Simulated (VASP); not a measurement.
Input:

```xyz
4
Lattice="4.8875 0.0000 0.0000 0.0000 4.8875 0.0000 0.0000 0.0000 4.8875" Properties=species:S:1:pos:R:3 pbc="T T T"
Ca     0.0000     0.0000     0.0000
Pb     0.0000     2.4438     2.4438
Pb     2.4438     0.0000     2.4438
Pb     2.4438     2.4438     0.0000
```

Calculation: LDA (Ceperley-Alder, Perdew-Zunger), VASP's LDA PAW potentials (set 64) (plane waves; VASP 6.6.1). Run with 300 eV cut-off, 6×6×6 Γ-centred mesh, Gaussian smearing of 0.14 eV, potentials Ca_sv Pb_d.

**Question.** Give the energies of bands 21 to 30 at the high-symmetry points, in eV from the Fermi level.

**Answer.** 
```
band      Γ      X      M      R
----  -----  -----  -----  -----
21    -6.63  -9.01  -8.48  -8.15
22    -6.63  -6.42  -8.48  -8.15
23    -2.52  -1.75  -3.82  -4.25
24    -2.52  -1.75  -0.94  -3.11
25    -2.52  -0.66  -0.35  -3.11
26     1.94  -0.49  -0.35  -3.11
27     2.23   0.19   0.41   1.40
28     2.23   0.19   0.41   3.41
29     2.23   1.11   0.59   3.41
30     2.54   2.77   2.69   3.63
```

It has no gap at this level: it comes out as a metal or semimetal.

The structure comes from a computed database's CaPb3 entry (Pm-3m); how it stands against other phases isn't given here. The cell was not relaxed at this level.
